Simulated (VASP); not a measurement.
Output of a VASP run:

**OUTCAR**
```
 ion  position               nearest neighbor table
   1  0.505  0.006  0.006-  32 2.50  45 2.52  53 2.52  61 2.53
   2  0.746  0.244  0.004-  32 2.47  33 2.51  43 2.51  54 2.52
   3  0.746  0.004  0.244-  32 2.48  34 2.51  38 2.51  48 2.52
   4  0.001  0.001  0.001-  35 2.50  62 2.50  38 2.50  43 2.50
   5  0.256  0.255  0.006-  36 2.50  53 2.52  35 2.52  59 2.53
   6  0.494  0.496  0.004-  36 2.47  37 2.51  60 2.51  54 2.52
   7  0.749  0.750  0.999-  61 2.49  37 2.49  38 2.50  55 2.50
   8  0.256  0.006  0.255-  39 2.50  45 2.52  35 2.52  56 2.53
   9  0.746  0.496  0.245-  63 2.42  33 2.50  37 2.50  40 2.55
  10  0.494  0.003  0.496-  39 2.47  41 2.51  58 2.51  48 2.52
  11  0.746  0.245  0.495-  63 2.42  34 2.49  41 2.50  42 2.55
  12  0.749  1.000  0.750-  61 2.49  41 2.49  43 2.50  52 2.50
  13  0.000  0.499  0.999-  59 2.49  33 2.49  44 2.50  55 2.50
  14  0.251  0.751  0.001-  45 2.50  60 2.50  44 2.50  62 2.50
  15  0.001  0.251  0.251-  46 2.49  35 2.50  34 2.50  33 2.50
  16  0.254  0.496  0.244-  36 2.47  47 2.51  44 2.51  46 2.52
  17  0.501  0.751  0.251-  48 2.49  45 2.50  37 2.50  47 2.50
  18  0.000  0.999  0.499-  56 2.49  34 2.49  49 2.50  52 2.50
  19  0.253  0.244  0.496-  39 2.47  50 2.51  49 2.51  46 2.52
  20  0.495  0.496  0.495-  63 2.42  47 2.50  50 2.50  51 2.55
  21  0.748  0.750  0.498-  48 2.49  40 2.50  51 2.50  52 2.51
  22  0.251  0.001  0.751-  53 2.50  58 2.50  62 2.50  49 2.50
  23  0.501  0.251  0.751-  54 2.49  53 2.50  41 2.50  50 2.50
  24  0.748  0.498  0.750-  54 2.49  42 2.50  51 2.50  55 2.51
  25  0.999  0.749  0.249-  44 2.49  38 2.49  56 2.51  40 2.51
  26  0.000  0.498  0.498-  46 2.49  42 2.50  40 2.50  57 2.51
  27  0.249  0.750  0.499-  56 2.49  47 2.49  58 2.50  57 2.50
  28  0.999  0.250  0.749-  43 2.49  49 2.49  59 2.51  42 2.51
  29  0.250  0.499  0.750-  59 2.49  50 2.49  60 2.50  57 2.50
  30  0.499  0.749  0.749-  60 2.49  58 2.49  61 2.51  51 2.51
  31  1.000  0.750  0.750-  57 2.50  55 2.50  52 2.50  62 2.51
  32  0.616  0.138  0.138-   2 2.47   3 2.48   1 2.50
  33  0.875  0.373  0.122-  13 2.49   9 2.50  15 2.50   2 2.51
  34  0.875  0.122  0.373-  18 2.49  11 2.49  15 2.50   3 2.51
  35  0.127  0.126  0.126-   4 2.50  15 2.50   8 2.52   5 2.52
  36  0.387  0.366  0.137-  16 2.47   6 2.47   5 2.50
  37  0.623  0.625  0.122-   7 2.49   9 2.50  17 2.50   6 2.51
  38  0.875  0.875  0.124-  25 2.49   7 2.50   4 2.50   3 2.51
  39  0.387  0.137  0.367-  19 2.47  10 2.47   8 2.50
  40  0.873  0.623  0.374-  21 2.50  26 2.50  25 2.51   9 2.55
  41  0.623  0.122  0.625-  12 2.49  11 2.50  23 2.50  10 2.51
  42  0.873  0.374  0.623-  24 2.50  26 2.50  28 2.51  11 2.55
  43  0.875  0.124  0.875-  28 2.49  12 2.50   4 2.50   2 2.51
  44  0.125  0.625  0.124-  25 2.49  13 2.50  14 2.50  16 2.51
  45  0.376  0.877  0.126-  14 2.50  17 2.50   8 2.52   1 2.52
  46  0.127  0.375  0.375-  26 2.49  15 2.49  19 2.52  16 2.52
  47  0.372  0.625  0.373-  27 2.49  20 2.50  17 2.50  16 2.51
  48  0.625  0.876  0.375-  21 2.49  17 2.49  10 2.52   3 2.52
  49  0.125  0.124  0.625-  28 2.49  18 2.50  22 2.50  19 2.51
  50  0.372  0.373  0.625-  29 2.49  20 2.50  23 2.50  19 2.51
  51  0.624  0.623  0.623-  24 2.50  21 2.50  30 2.51  20 2.55
  52  0.874  0.874  0.624-  31 2.50  12 2.50  18 2.50  21 2.51
  53  0.376  0.126  0.877-  22 2.50  23 2.50   5 2.52   1 2.52
  54  0.625  0.375  0.877-  24 2.49  23 2.49   6 2.52   2 2.52
  55  0.874  0.624  0.874-  31 2.50   7 2.50  13 2.50  24 2.51
  56  0.125  0.875  0.374-  27 2.49  18 2.49  25 2.51   8 2.53
  57  0.124  0.624  0.624-  31 2.50  27 2.50  29 2.50  26 2.51
  58  0.374  0.875  0.625-  30 2.49  22 2.50  27 2.50  10 2.51
  59  0.125  0.374  0.875-  13 2.49  29 2.49  28 2.51   5 2.53
  60  0.374  0.625  0.875-  30 2.49  29 2.50  14 2.50   6 2.51
  61  0.625  0.875  0.875-   7 2.49  12 2.49  30 2.51   1 2.53
  62  0.125  0.875  0.875-   4 2.50  22 2.50  14 2.50  31 2.51
  63  0.634  0.384  0.384-   9 2.42  11 2.42  20 2.42
 Subroutine IBZKPT returns following result:
 Found      1 irreducible k-points:

 Following reciprocal coordinates:
            Coordinates               Weight
  0.000000  0.000000  0.000000      1.000000
   k-points           NKPTS =      1   k-points in BZ     NKDIM =      1   number of bands    NBANDS=    160
   number of dos      NEDOS =    301   number of ions     NIONS =     63
   total plane-waves  NPLWV = 175616
   dimension x,y,z NGX =    56 NGY =   56 NGZ =   56
   dimension x,y,z NGXF=   112 NGYF=  112 NGZF=  112
   ions per type =              31  31   1
   PREC   = normal    normal or accurate (medium, high low for compatibility)
   ISTART =      1    job   : 0-new  1-cont  2-samecut
   ICHARG =      0    charge: 1-file 2-atom 10-const
   ISPIN  =      2    spin polarized calculation?
...
```

**OSZICAR**
```
       N       E                     dE             d eps       ncg     rms          rms(c)
DAV:   1    -0.251098613858E+03   -0.25110E+03   -0.18529E-05   808   0.105E-02    0.387E-03
RMM:   2    -0.251098612207E+03    0.16513E-05   -0.58569E-06   613   0.430E-03    0.159E-03
RMM:   3    -0.251098611889E+03    0.31750E-06   -0.38750E-06   552   0.248E-03    0.805E-04
RMM:   4    -0.251098611942E+03   -0.53191E-07   -0.57349E-07   394   0.116E-03
   1 F= -.25109861E+03 E0= -.25108316E+03  d E =-.309128E-01  mag=     1.0000
```

### OUTCAR
```
------------------------ aborting loop because EDIFF is reached ----------------------------------------
  FORCE on cell =-STRESS in cart. coord.  units (eV):
  Direction    XX          YY          ZZ          XY          YZ          ZX
  --------------------------------------------------------------------------------------
  Total        4.9128027      4.8095680      4.7779576     -2.2062233     -2.0773854     -2.1415013
  in kB        5.1455582      5.0374325      5.0043246     -2.3107483     -2.1758064     -2.2429599
  external PRESSURE =       5.0624384 kB  Pullay stress =       0.0000000 kB
  volume of cell :     1529.70
      direct lattice vectors                 reciprocal lattice vectors
    11.522210422  0.000000000  0.000000000     0.086788903  0.000000000  0.000000000
     0.000000000 11.522210422  0.000000000     0.000000000  0.086788903  0.000000000
     0.000000000  0.000000000 11.522210422     0.000000000  0.000000000  0.086788903
 POSITION                                       TOTAL-FORCE (eV/Angst)
 -----------------------------------------------------------------------------------
      5.82100      0.06595      0.06733        -0.002655      0.001706     -0.001913
      8.59562      2.80885      0.04243         0.005980      0.003333     -0.007246
      8.59514      0.04059      2.81036         0.003995     -0.004446     -0.004783
      0.01543      0.01085      0.01236         0.000769      0.003798     -0.000483
      2.94812      2.93943      0.06535        -0.008854      0.002648      0.000616
      5.69155      5.71611      0.04088        -0.004329      0.004436     -0.010149
      8.63437      8.64694     11.51221         0.003299     -0.000841     -0.005673
      2.94827      0.06475      2.93908        -0.010451      0.002138      0.006959
      8.59251      5.71134      2.82468         0.006746      0.002486     -0.015849
      5.69221      0.03865      5.71646         0.002858     -0.011538      0.011758
      8.59262      2.82520      5.70839         0.005592     -0.004921      0.013104
      8.63568     11.51739      8.64392         0.001744     -0.012317      0.000382
      0.00413      5.75095     11.51277         0.003197      0.007436     -0.001414
      2.89232      8.65409      0.01179        -0.003036     -0.002463     -0.004373
      0.00979      2.88690      2.88759        -0.003816      0.000769      0.000485
      2.92101      5.71640      2.80883        -0.010140      0.001014      0.004597
      5.76895      8.64822      2.88730         0.004268      0.000094      0.002253
      0.00352     11.51563      5.75289         0.005218     -0.012392      0.002630
      2.91983      2.80920      5.71803        -0.005550     -0.002847      0.001919
      5.70865      5.71126      5.70838        -0.006919      0.004881      0.010917
      8.62435      8.63728      5.74244        -0.002636     -0.003569      0.001390
      2.89317      0.01108      8.65574        -0.001104      0.000449      0.002060
      5.76920      2.88748      8.64927         0.004477      0.001128     -0.000225
      8.62322      5.73937      8.64066         0.003862      0.006444      0.000605
     11.51374      8.63332      2.87312         0.004353      0.003164     -0.013457
      0.00145      5.74010      5.74129        -0.014256      0.001383     -0.000721
      2.87323      8.64375      5.75147        -0.008164      0.004547      0.000620
     11.51210      2.87531      8.63377         0.009149     -0.014767      0.002114
      2.87583      5.75084      8.64133        -0.009840      0.002804      0.003007
      5.75448      8.63255      8.63409        -0.010392      0.005534      0.003166
     11.52058      8.63857      8.63898         0.000118      0.000784     -0.001172
      7.09819      1.58691      1.58803         0.004993     -0.010060     -0.002504
     10.08408      4.29682      1.40845         0.003336      0.011869     -0.002398
     10.08376      1.40798      4.29714         0.004912     -0.001616      0.007723
      1.46493      1.44910      1.44994         0.009683      0.003838     -0.003446
      4.46407      4.22121      1.58380        -0.005200      0.014144     -0.007347
      7.17962      7.20358      1.40741         0.011388      0.001548     -0.000498
     10.08283     10.08111      1.43249         0.000512     -0.002285     -0.002325
      4.46146      1.58049      4.22485        -0.000998     -0.004995      0.003507
     10.05933      7.17533      4.31033         0.005075      0.000534     -0.012387
      7.17928      1.40933      7.20179         0.008576     -0.003467     -0.000613
     10.05757      4.31013      7.17552         0.002229     -0.015898      0.003450
     10.08333      1.43324     10.08208         0.003302     -0.008864     -0.001399
      1.43786      7.20167      1.43207         0.001852      0.004515     -0.002253
      4.33043     10.10325      1.44921         0.003876      0.008929      0.000251
      1.46237      4.31632      4.31734         0.000146      0.004592      0.000425
      4.28922      7.20186      4.29696         0.001052      0.006264      0.010960
      7.19914     10.09880      4.31849         0.000757      0.007575     -0.000589
      1.43825      1.43289      7.20447        -0.003366     -0.007715     -0.001483
      4.29161      4.29730      7.20060        -0.002174      0.008039      0.002601
      7.19132      7.17590      7.17897        -0.014972      0.004541     -0.001496
     10.07593     10.07463      7.19473         0.004912     -0.010376      0.003168
      4.33134      1.44900     10.10460         0.000695      0.000888      0.008457
      7.19818      4.31629     10.10271         0.003893      0.004555      0.003606
     10.07589      7.19428     10.07448         0.001489      0.001247     -0.011423
      1.44224     10.08413      4.31472         0.001942     -0.002513     -0.013398
...
```
(Selected blocks of OUTCAR.)

POSCAR:
```
Ga31As31Si
1
   11.5222104216     0.0000000000     0.0000000000
    0.0000000000    11.5222104216     0.0000000000
    0.0000000000     0.0000000000    11.5222104216
Ga As Si
31 31 1
Direct
  0.5051985226   0.0057234650   0.0058435065
  0.7460045646   0.2437768452   0.0036824223
  0.7459625875   0.0035224024   0.2439084548
  0.0013391795   0.0009417779   0.0010727519
  0.2558641950   0.2551099975   0.0056720731
  0.4939634543   0.4960947374   0.0035475046
  0.7493676551   0.7504583717   0.9991317815
  0.2558775335   0.0056197362   0.2550795816
  0.7457342896   0.4956805149   0.2451512291
  0.4940202629   0.0033541688   0.4961251751
  0.7457440226   0.2451964418   0.4954248738
  0.7494808325   0.9995816133   0.7501963596
  0.0003586721   0.4991189088   0.9991810402
  0.2510214224   0.7510787264   0.0010232014
  0.0008499328   0.2505506551   0.2506108534
  0.2535110281   0.4961198442   0.2437750499
  0.5006804490   0.7505696843   0.2505854761
  0.0003051228   0.9994287755   0.4992867258
  0.2534092120   0.2438069883   0.4962617432
  0.4954477097   0.4956738074   0.4954236525
  0.7484980880   0.7496204650   0.4983800940
  0.2510953959   0.0009615230   0.7512225334
  0.5007022087   0.2506009475   0.7506608128
  0.7483996024   0.4981136990   0.7499137817
  0.9992645187   0.7492765650   0.2493549785
  0.0001258971   0.4981768366   0.4982805836
  0.2493647556   0.7501816794   0.4991634581
  0.9991228106   0.2495451621   0.7493156995
  0.2495903783   0.4991093704   0.7499714965
  0.4994248325   0.7492098543   0.7493432453
  0.9998586050   0.7497323077   0.7497677527
  0.6160438720   0.1377259205   0.1378234324
  0.8751859072   0.3729160517   0.1222377699
  0.8751581292   0.1221969849   0.3729443970
  0.1271393839   0.1257658008   0.1258388940
  0.3874319233   0.3663540315   0.1374560817
  0.6231109561   0.6251911251   0.1221479426
  0.8750774778   0.8749281930   0.1243241672
  0.3872056292   0.1371689246   0.3666700639
  0.8730377865   0.6227388541   0.3740888811
  0.6230817985   0.1223145657   0.6250351349
  0.8728855487   0.3740714598   0.6227551472
  0.8751214316   0.1243889379   0.8750130148
  0.1247900266   0.6250246525   0.1242877772
  0.3758335818   0.8768503525   0.1257752424
  0.1269175098   0.3746085727   0.3746972529
  0.3722563242   0.6250414594   0.3729284228
  0.6248050970   0.8764640914   0.3747972599
  0.1248243372   0.1243586131   0.6252676954
  0.3724645015   0.3729579604   0.6249319531
  0.6241266476   0.6227882248   0.6230552310
  0.8744792060   0.8743661757   0.6244228515
  0.3759121059   0.1257573525   0.8769672572
  0.6247223987   0.3746061571   0.8768029716
  0.8744756664   0.6243835377   0.8743528765
  0.1251708399   0.8751903755   0.3744700834
  0.1244398289   0.6243885072   0.6243999986
  0.3742989840   0.8747944967   0.6251344299
  0.1252962155   0.3744308292   0.8749932689
  0.3742985537   0.6249815885   0.8748566218
  0.6245523989   0.8753280913   0.8750429879
  0.1253442454   0.8752858057   0.8753353722
  0.6344549454   0.3842474344   0.3840516265
```

**Question.** Reconstruct the remaining input files.

**Answer.** This is not unique; one that fits is the input of the run itself, PBE GGA, plane waves, VASP's PBE PAW potentials (set 64).

**KPOINTS**
```
Automatic mesh
0
Gamma
1 1 1
0 0 0
```

**INCAR**
```
# general
SYSTEM      =  Ga31As31Si
PREC        =  Normal
ENCUT       =  400
LREAL       =  Auto
LASPH       =  .TRUE.
ISYM        =  0
NELECT      =  253.0

# electronic loop
EDIFF       =  1E-6
NELM        =  100
NELMIN      =  4
ALGO        =  Fast
LMAXMIX     =  4

# smearing
ISMEAR      =  0
SIGMA       =  0.05

# functional
GGA         =  PE

# spin
ISPIN       =  2
MAGMOM      =  63*0.0159
NUPDOWN     =  1

# output
LWAVE       =  .FALSE.
LCHARG      =  .FALSE.
LORBIT      =  11

# other
LHYPERFINE  =  .TRUE.
```

POTCAR, in this order: Ga As Si (PBE.64 set). Program: vasp_gam. Read from the step before: WAVECAR.

The cell is charged, with a uniform compensating background.  The supercell is sampled at Γ alone, which is coarse: total energies, pressure and levels can be off, energies of defects by several tenths of an eV.

The cell is a supercell with a defect, built from GaAs (zinc blende): Si_As-vac_Ga, charge -1.
